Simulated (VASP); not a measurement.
Computed with PBEsol GGA with spin-orbit coupling, VASP's PBE PAW potentials (set 64) (plane waves; VASP 6.6.1).

The input files of a VASP run:

INCAR:
```
EDIFF = 1E-6   # SCF stop (eV)
LORBIT = 11   # lm-projected
LCHARG = .False.
LREAL = .False.   # projection in real space or not
LMAXMIX = 6
LSORBIT = .True.
MAGMOM = 2*0.0 1.0 12*0.0
PREC = Accurate
SYSTEM = Yb(SiPd)2
LWAVE = .False.
GGA_COMPAT = .False.
SIGMA = 0.1   # width (eV)
LNONCOLLINEAR = .True.
LASPH = .True.   # aspherical one-centre terms
ISIF = 2   # forces and stress, cell fixed
ISMEAR = -1
NELM = 100   # most electronic steps
ENCUT = 300   # plane-wave cut-off (eV)
GGA = PS   # PBEsol
ALGO = Normal   # blocked Davidson
```

KPOINTS:
```
Automatic mesh
0
Gamma
5 5 5
0 0 0
```

**POSCAR**
```
Yb(SiPd)2
1
   -2.0490000000     2.0490000000     4.9395000000
    2.0490000000    -2.0490000000     4.9395000000
    2.0490000000     2.0490000000    -4.9395000000
Yb Pd Si
1 2 2
Direct
  0.0000000000   0.0000000000   0.0000000000
  0.7500000000   0.2500000000   0.5000000000
  0.2500000000   0.7500000000   0.5000000000
  0.3750000000   0.3750000000   0.0000000000
  0.6250000000   0.6250000000   0.0000000000
```

POTCAR, in this order: Yb Pd Si (PBE.64 set). Program: vasp_ncl.

The resulting files:

### OUTCAR
```
 ion  position               nearest neighbor table
   1  0.000  0.000  0.000-   5 3.15   5 3.15   5 3.15   4 3.15   5 3.15   4 3.15   4 3.15   4 3.15
                             2 3.21   3 3.21   2 3.21   3 3.21   2 3.21   2 3.21   3 3.21   3 3.21
   2  0.750  0.250  0.500-   4 2.39   5 2.39   4 2.39   5 2.39   3 2.90   3 2.90   3 2.90   3 2.90
                             1 3.21   1 3.21   1 3.21   1 3.21
   3  0.250  0.750  0.500-   4 2.39   5 2.39   4 2.39   5 2.39   2 2.90   2 2.90   2 2.90   2 2.90
                             1 3.21   1 3.21   1 3.21   1 3.21
   4  0.375  0.375  0.000-   2 2.39   3 2.39   3 2.39   2 2.39   5 2.47   1 3.15   1 3.15   1 3.15
                             1 3.15
   5  0.625  0.625  0.000-   3 2.39   2 2.39   2 2.39   3 2.39   4 2.47   1 3.15   1 3.15   1 3.15
                             1 3.15
  LATTYP: Found a body centered tetragonal cell.
 ALAT       =     4.0980000000
 C/A-ratio  =     2.4106881406
 Subroutine PRICEL returns:
 Original cell was already a primitive cell.
 Subroutine GETGRP returns: Found 16 space group operations
The static configuration has the point symmetry D_4h.
The dynamic configuration has the point symmetry D_4h.
 Subroutine GETGRP returns: Found  8 space group operations
The overall configuration has the point symmetry C_4h.
 Subroutine INISYM returns: Found  8 space group operations
 Subroutine IBZKPT returns following result:
 Found     21 irreducible k-points:

...
```

OSZICAR:
```
       N       E                     dE             d eps       ncg     rms          rms(c)
DAV:   1     0.349330011607E+03    0.34933E+03   -0.14480E+04  4192   0.338E+03
DAV:   2     0.418052427394E+02   -0.30752E+03   -0.28614E+03  3320   0.636E+02
DAV:   3    -0.244724883505E+02   -0.66278E+02   -0.62790E+02  2984   0.176E+02
DAV:   4    -0.330176093097E+02   -0.85451E+01   -0.84085E+01  4032   0.583E+01
DAV:   5    -0.348323440487E+02   -0.18147E+01   -0.17973E+01  4856   0.216E+01    0.517E+01
DAV:   6    -0.409238414090E+02   -0.60915E+01   -0.63807E+01  3856   0.254E+02    0.152E+02
DAV:   7    -0.407761169515E+02    0.14772E+00   -0.72290E+00  3584   0.185E+01    0.141E+02
DAV:   8    -0.435809919016E+02   -0.28049E+01   -0.13072E+00  4112   0.258E+01    0.176E+02
DAV:   9    -0.326457213131E+02    0.10935E+02   -0.20835E+01  4048   0.750E+01    0.926E+01
DAV:  10    -0.440771691439E+02   -0.11431E+02   -0.69413E+01  4312   0.109E+02    0.839E+01
DAV:  11    -0.365324109152E+02    0.75448E+01   -0.12044E+01  4072   0.360E+01    0.775E+01
DAV:  12    -0.379610181959E+02   -0.14286E+01   -0.23303E+00  4424   0.118E+01    0.823E+01
DAV:  13    -0.383799106057E+02   -0.41889E+00   -0.56913E-01  4440   0.605E+00    0.786E+01
DAV:  14    -0.371864508140E+02    0.11935E+01   -0.28097E-01  4616   0.975E+00    0.764E+01
DAV:  15    -0.350503323995E+02    0.21361E+01   -0.36148E+00  3992   0.366E+01    0.700E+01
DAV:  16    -0.363743861093E+02   -0.13241E+01   -0.64400E-01  4144   0.182E+01    0.775E+01
DAV:  17    -0.323005114159E+02    0.40739E+01   -0.48490E+00  3952   0.683E+01    0.398E+01
DAV:  18    -0.311040189820E+02    0.11965E+01   -0.23181E+00  4568   0.355E+01    0.381E+01
DAV:  19    -0.299245669789E+02    0.11795E+01   -0.95147E-01  4480   0.424E+01    0.486E+01
DAV:  20    -0.294219348258E+02    0.50263E+00   -0.40107E-01  4488   0.881E+00    0.520E+01
DAV:  21    -0.295171572659E+02   -0.95222E-01   -0.15097E-01  4256   0.289E+00    0.494E+01
DAV:  22    -0.298165336227E+02   -0.29938E+00   -0.12887E-02  4640   0.328E+00    0.500E+01
DAV:  23    -0.289695084312E+02    0.84703E+00   -0.82556E-02  3888   0.215E+01    0.534E+01
DAV:  24    -0.296804707745E+02   -0.71096E+00   -0.55854E-02  3568   0.173E+01    0.496E+01
DAV:  25    -0.317705047716E+02   -0.20900E+01   -0.25001E-01  3784   0.434E+01    0.334E+01
DAV:  26    -0.330584294998E+02   -0.12879E+01   -0.28075E-01  3936   0.383E+01    0.173E+01
DAV:  27    -0.336217879038E+02   -0.56336E+00   -0.28308E-01  3944   0.533E+01    0.215E+01
DAV:  28    -0.335266657887E+02    0.95122E-01   -0.19928E-01  4528   0.227E+01    0.276E+01
DAV:  29    -0.335223859465E+02    0.42798E-02   -0.13296E-01  4192   0.392E+00    0.256E+01
DAV:  30    -0.335657799960E+02   -0.43394E-01   -0.25139E-02  3976   0.276E+00    0.264E+01
DAV:  31    -0.335524535462E+02    0.13326E-01   -0.53338E-03  4136   0.949E-01    0.266E+01
DAV:  32    -0.335213652068E+02    0.31088E-01   -0.48692E-03  3912   0.211E+00    0.262E+01
DAV:  33    -0.341703230750E+02   -0.64896E+00   -0.17001E-01  3864   0.424E+01    0.217E+01
DAV:  34    -0.342683313609E+02   -0.98008E-01   -0.10618E-01  3984   0.555E+00    0.212E+01
DAV:  35    -0.342357034537E+02    0.32628E-01   -0.19947E-02  4584   0.647E+00    0.224E+01
DAV:  36    -0.342893936910E+02   -0.53690E-01   -0.72403E-03  4712   0.492E+00    0.242E+01
DAV:  37    -0.340045554807E+02    0.28484E+00   -0.41690E-02  3568   0.222E+01    0.296E+01
DAV:  38    -0.337714153438E+02    0.23314E+00   -0.98861E-02  4536   0.118E+01    0.294E+01
DAV:  39    -0.334481653252E+02    0.32325E+00   -0.10017E-01  4000   0.210E+01    0.261E+01
DAV:  40    -0.332076659801E+02    0.24050E+00   -0.11248E-01  4464   0.252E+01    0.214E+01
DAV:  41    -0.331179214551E+02    0.89745E-01   -0.11702E-01  4928   0.849E+00    0.192E+01
DAV:  42    -0.330592777410E+02    0.58644E-01   -0.43694E-02  4896   0.512E+00    0.178E+01
DAV:  43    -0.330328870815E+02    0.26391E-01   -0.19085E-02  5040   0.190E+00    0.162E+01
DAV:  44    -0.330254516038E+02    0.74355E-02   -0.10155E-02  4568   0.772E-01    0.150E+01
DAV:  45    -0.329816636249E+02    0.43788E-01   -0.57074E-03  4432   0.282E+00    0.123E+01
DAV:  46    -0.329021169094E+02    0.79547E-01   -0.40027E-02  3944   0.744E+00    0.102E+01
DAV:  47    -0.328966145795E+02    0.55023E-02   -0.11176E-02  4640   0.199E+00    0.891E+00
DAV:  48    -0.329026899714E+02   -0.60754E-02   -0.38531E-03  4664   0.216E+00    0.834E+00
DAV:  49    -0.328935877745E+02    0.91022E-02   -0.18446E-03  4632   0.160E+00    0.742E+00
DAV:  50    -0.328758070627E+02    0.17781E-01   -0.77939E-03  4624   0.235E+00    0.606E+00
DAV:  51    -0.328689121262E+02    0.68949E-02   -0.33282E-02  3624   0.248E+00    0.648E+00
DAV:  52    -0.328749637659E+02   -0.60516E-02   -0.63847E-03  4400   0.235E+00    0.584E+00
DAV:  53    -0.328730854634E+02    0.18783E-02   -0.12984E-03  4328   0.842E-01    0.506E+00
DAV:  54    -0.328680794837E+02    0.50060E-02   -0.16863E-03  4728   0.101E+00    0.390E+00
DAV:  55    -0.328693311174E+02   -0.12516E-02   -0.67290E-04  4248   0.105E+00    0.205E+00
DAV:  56    -0.328652052720E+02    0.41258E-02   -0.79157E-03  4176   0.276E+00    0.151E+00
DAV:  57    -0.328652341200E+02   -0.28848E-04   -0.18498E-03  4224   0.590E-01    0.147E+00
DAV:  58    -0.328651748261E+02    0.59294E-04   -0.28923E-04  4720   0.371E-01    0.121E+00
DAV:  59    -0.328653600136E+02   -0.18519E-03   -0.45655E-04  4704   0.665E-01    0.911E-01
DAV:  60    -0.328662805981E+02   -0.92058E-03   -0.54434E-04  4336   0.845E-01    0.745E-01
DAV:  61    -0.328657852114E+02    0.49539E-03   -0.94361E-04  4192   0.117E+00    0.808E-01
DAV:  62    -0.328659035087E+02   -0.11830E-03   -0.15713E-04  4664   0.435E-01    0.612E-01
DAV:  63    -0.328659709692E+02   -0.67461E-04   -0.68443E-05  4936   0.167E-01    0.458E-01
DAV:  64    -0.328660225483E+02   -0.51579E-04   -0.47145E-05  4072   0.845E-02    0.406E-01
DAV:  65    -0.328660016165E+02    0.20932E-04   -0.28430E-05  4200   0.163E-01    0.368E-01
DAV:  66    -0.328660543961E+02   -0.52780E-04   -0.23026E-04  3152   0.727E-01    0.155E-01
DAV:  67    -0.328660592289E+02   -0.48328E-05   -0.46565E-05  4528   0.229E-01    0.154E-01
DAV:  68    -0.328660640426E+02   -0.48137E-05   -0.16177E-05  3752   0.171E-01    0.140E-01
DAV:  69    -0.328660517068E+02    0.12336E-04   -0.19993E-05  4248   0.205E-01    0.108E-01
DAV:  70    -0.328660459579E+02    0.57489E-05   -0.13167E-05  4152   0.140E-01    0.846E-02
DAV:  71    -0.328660752826E+02   -0.29325E-04   -0.36736E-05  3080   0.223E-01    0.923E-02
DAV:  72    -0.328660520532E+02    0.23229E-04   -0.22367E-05  4152   0.100E-01    0.493E-02
DAV:  73    -0.328660520601E+02   -0.69067E-08   -0.70589E-06  3216   0.139E-02
   1 F= -.32866052E+02 E0= -.32763878E+02  d E =-.204347E+00  mag=     0.0000    -0.0000     0.0022
```

File OUTCAR:
```
------------------------ aborting loop because EDIFF is reached ----------------------------------------
  FORCE on cell =-STRESS in cart. coord.  units (eV):
  Direction    XX          YY          ZZ          XY          YZ          ZX
  --------------------------------------------------------------------------------------
  Total        0.6104346      0.6104346     -1.1571063     -0.0000001     -0.0000000      0.0000000
  in kB       11.7902448     11.7902448    -22.3489400     -0.0000012     -0.0000000      0.0000000
  external PRESSURE =       0.4105165 kB  Pullay stress =       0.0000000 kB
  volume of cell :       82.95
      direct lattice vectors                 reciprocal lattice vectors
    -2.049000000  2.049000000  4.939500000     0.000000000  0.244021474  0.101224820
     2.049000000 -2.049000000  4.939500000     0.244021474  0.000000000  0.101224820
     2.049000000  2.049000000 -4.939500000     0.244021474  0.244021474  0.000000000
 POSITION                                       TOTAL-FORCE (eV/Angst)
 -----------------------------------------------------------------------------------
      0.00000      0.00000      0.00000         0.000000      0.000000      0.000000
     -0.00000      2.04900      2.46975         0.000000      0.000000      0.000000
      2.04900     -0.00000      2.46975         0.000000      0.000000      0.000000
      0.00000      0.00000      3.70463         0.000000      0.000000      1.302217
      0.00000      0.00000      6.17437        -0.000000     -0.000000     -1.302217
 -----------------------------------------------------------------------------------
    total drift:                               -0.000000     -0.000000     -0.000000
  FREE ENERGIE OF THE ION-ELECTRON SYSTEM (eV)
  ---------------------------------------------------
  free  energy   TOTEN  =       -32.8660520601 eV

  energy  without entropy=      -32.6617046663  energy(sigma->0) =      -32.76387836

 total charge

# of ion       s       p       d       f       tot
--------------------------------------------------
    1        2.122   6.150   0.433  13.450  22.155
    2        0.554   0.703   8.572   0.000   9.829
    3        0.554   0.703   8.572   0.000   9.829
    4        0.753   0.889   0.000   0.000   1.642
    5        0.753   0.889   0.000   0.000   1.642
--------------------------------------------------
tot          4.735   9.335  17.577  13.450  45.097

 magnetization (x)

# of ion       s       p       d       f       tot
--------------------------------------------------
    1        0.000   0.000   0.000   0.000   0.000
    2       -0.000   0.000   0.000   0.000  -0.000
    3       -0.000   0.000   0.000   0.000  -0.000
    4        0.000   0.000   0.000   0.000   0.000
    5        0.000   0.000   0.000   0.000   0.000
--------------------------------------------------
tot         -0.000   0.000   0.000   0.000   0.000

 magnetization (y)

# of ion       s       p       d       f       tot
--------------------------------------------------
    1        0.000   0.000   0.000   0.000   0.000
    2        0.000   0.000   0.000   0.000   0.000
    3        0.000   0.000   0.000   0.000   0.000
    4        0.000   0.000   0.000   0.000   0.000
    5        0.000   0.000   0.000   0.000   0.000
--------------------------------------------------
tot          0.000   0.000   0.000   0.000   0.000

 magnetization (z)

# of ion       s       p       d       f       tot
--------------------------------------------------
    1        0.000  -0.000   0.000   0.002   0.002
    2       -0.000  -0.000   0.000   0.000   0.000
    3       -0.000  -0.000   0.000   0.000   0.000
    4       -0.000  -0.000   0.000   0.000  -0.000
    5       -0.000  -0.000   0.000   0.000  -0.000
--------------------------------------------------
tot          0.000  -0.000   0.000   0.002   0.002

 Ion:    1  E_soc:     -1.8207144

 Ion:    2  E_soc:     -0.0682143

 Ion:    3  E_soc:     -0.0682143

 Ion:    4  E_soc:     -0.0004356

 Ion:    5  E_soc:     -0.0004356
```
(Selected blocks of OUTCAR.)

OUTCAR:
```
 val. band max:        7.9136914759   @ k =   0.4000   0.4000  -0.0000

 cond. band min:       7.9499075387   @ k =   0.2000   0.0000  -0.0000


 Fermi energy:         7.9473443971

 k-point     1 :       0.0000    0.0000    0.0000
  band No.  band energies     occupation
      1     -43.8576      1.00000
      2     -43.8558      1.00000
      3     -19.9933      1.00000
      4     -19.9927      1.00000
      5     -14.3249      1.00000
      6     -14.3246      1.00000
      7     -14.2914      1.00000
      8     -14.2902      1.00000
      9      -3.0441      1.00000
     10      -3.0441      1.00000
     11      -0.2489      1.00000
     12      -0.2489      1.00000
     13       1.4374      1.00000
     14       1.4374      1.00000
     15       2.4650      1.00000
     16       2.4650      1.00000
     17       2.4994      1.00000
     18       2.4995      1.00000
     19       2.5837      1.00000
     20       2.5837      1.00000
     21       4.2593      1.00000
     22       4.2594      1.00000
     23       4.4116      1.00000
     24       4.4116      1.00000
     25       4.4873      1.00000
     26       4.4874      1.00000
     27       4.7438      1.00000
     28       4.7439      1.00000
     29       5.2341      1.00000
     30       5.2341      1.00000
     31       5.6412      1.00000
     32       5.6413      1.00000
     33       6.2021      1.00000
     34       6.2031      1.00000
     35       6.2585      1.00000
     36       6.2588      1.00000
     37       6.2784      1.00000
     38       6.2787      1.00000
     39       6.3477      1.00000
     40       6.3477      1.00000
     41       6.7650      0.99999
     42       6.7651      0.99999
     43       6.8959      0.99997
     44       6.8960      0.99997
     45       7.5080      0.98779
     46       7.5096      0.98760
     47       7.5614      0.97935
     48       7.5622      0.97920
     49       7.6151      0.96518
     50       7.6153      0.96512
     51       7.6275      0.96076
...
```

At this cut-off the stress carries a Pulay error, which pulls relaxed volumes low.

The structure comes from a measured Pd2YbSi2 entry of the Crystallography Open Database, whose conditions weren't checked. The cell was not relaxed at this level. The k-mesh is coarse (spacing up to 0.43 per Å, 2π included), so the numbers may not be converged in it. The run is one of a series of settings (GGA_COMPAT = .FALSE., ISPIN removed, LNONCOLLINEAR = .TRUE., LSORBIT = .TRUE., MAGMOM = 0.0 0.0 1.0 0.0 0.0 0.0 0.0 0.0 0.0 0.0 0.0 0.0 0.0 0.0 0.0, program vasp_ncl against the base run), some of them coarse on purpose.
